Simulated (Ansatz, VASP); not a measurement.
One calculation of GeB2C3, two programs

The input INCAR:

```
PREC = Accurate ; ENCUT = 520
EDIFF = 1E-6 ; ISMEAR = 0
SIGMA = 0.1 ; LREAL = False
LASPH = True ; NELM = 80
ALGO = Normal ; ISIF = 2
LWAVE = False ; LCHARG = True
GGA = PE ; LELF = True
LVHAR = True ; NBANDS = 25
```

Contents of KPOINTS:

```
regular mesh
0
Gamma
  6 6 2
```

File POSCAR:

```
GeB2C3
1.0
    3.2841412000      0.0000000000      0.0000000000
   -1.6420706000      2.8441497100      0.0000000000
    0.0000000000      0.0000000000      8.1492437700
Ge B C
1 2 3
Direct
    0.0000000000      0.0000000000      0.5000000000
    0.3333333300      0.6666666700      0.8271350300
    0.6666666700      0.3333333300      0.1728649700
    0.3333333300      0.6666666700      0.3480919900
    0.6666666700      0.3333333300      0.6519080100
    0.0000000000      0.0000000000      0.0000000000
```

Input for Ansatz:

```yaml
crystal:
  lattice:
    - [3.2841412, 0.0, 0.0]
    - [-1.6420706, 2.84414971, 0.0]
    - [0.0, 0.0, 8.14924377]
  atoms:
    - { symbol: Ge, position: [0.0, 0.0, 0.5] }
    - { symbol: B, position: [0.33333333, 0.66666667, 0.82713503] }
    - { symbol: B, position: [0.66666667, 0.33333333, 0.17286497] }
    - { symbol: C, position: [0.33333333, 0.66666667, 0.34809199] }
    - { symbol: C, position: [0.66666667, 0.33333333, 0.65190801] }
    - { symbol: C, position: [0.0, 0.0, 0.0] }
basis:
  ecutwfc: 420
kpoints:
  mp_grid: { grid: [6, 6, 2] }
hamiltonian:
  xc: pbe
scf:
  occupations: { method: gaussian, width: 0.1 }
  lower_state_search: "off"
output:
  forces: true
  stress: true
  eigenvalues: true
```

Change from the starting cell: species swapped into the Sn2GeTe3 type (P-3m1, No. 164).

Alike in both runs: task single point; functional PBE; k mesh 6 × 6 × 2; occupations gaussian, width 0.1 eV; no spin polarisation.

|  | VASP | Ansatz |
| --- | --- | --- |
| version | VASP 6.6.1 | Ansatz 0.2.0 |
| potentials or method | VASP PAW PBE potentials, release 64 (Ge_d, B, C) | scalar-relativistic, plane waves, PAW |
| plane-wave cutoff (eV) | 520 | 420 |
| valence electrons in the cell | 32 | 32 |

```tsv
	VASP	Ansatz	Ansatz less VASP
gap on the k mesh at the Fermi level (eV)	none	none	-
rms of the force components (eV/Å)	0.376	0.373	-0.0032
```

Atom by atom the forces differ by 0.003 eV/Å (rms over components). A gap of «none» marks a metal or a gap that the smearing closes. With one functional, cell and mesh, what is left measures potentials, basis and numerics.

Caveats: the k mesh is coarse (spacing up to 0.39 Å⁻¹), so the values aren't converged; forces of over 1 eV/Å show positions far from the minimum, so gaps and moduli don't describe the material at rest.
